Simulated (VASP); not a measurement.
Runs of VASP 6.6.1 on PbS. It takes space group Fm-3m (No. 225, cubic). The conventional cell has a = 5.947 Å, b = 5.947 Å, c = 5.947 Å, α = 90.00°, β = 90.00°, γ = 90.00°. Pb (site symmetry m-3m) has 6 S at 2.97 Å as nearest neighbours. Around S (site symmetry m-3m) lie 6 Pb at 2.97 Å. The cell was built by a generator and needn't be a form met in nature.

```csv
task,level,spin,cell,k mesh,cutoff (eV),grid for exact exchange (PRECFOCK),screening parameter,gap on the mesh (eV),pressure (GPa)
electrostatic potential,PBE,off,"Fm-3m, 26.29 Å³/atom",10 × 10 × 10,520,-,-,0.39,(b)
relaxation of cell and atoms,r2SCAN+rVV10,off,relaxed,10 × 10 × 10,600,-,-,(a),0.0
electrostatic potential,r2SCAN+rVV10,off,"Fm-3m, 26.29 Å³/atom",10 × 10 × 10,520,-,-,0.60,0.0
band structure,HSE06,off,"Fm-3m, 26.29 Å³/atom",6 × 6 × 6,520,Fast,0.2 1/A,0.84,0.5
```

Alike in all rows: potentials or basis VASP PAW PBE potentials, release 64 (Pb_d, S); smearing gaussian 0.02 eV.

Question: Fill in the values left out.

Answer: (a) 0.61; (b) 1.7.

Caveats: spin-orbit coupling is left out, which as a rule narrows the gap of such compounds by several tenths of an eV; the PAW data sets were made with another functional, which shifts forces and pressure a little (some runs).

A k mesh can miss the band edges, and the runs leave out spin-orbit coupling on Pb.
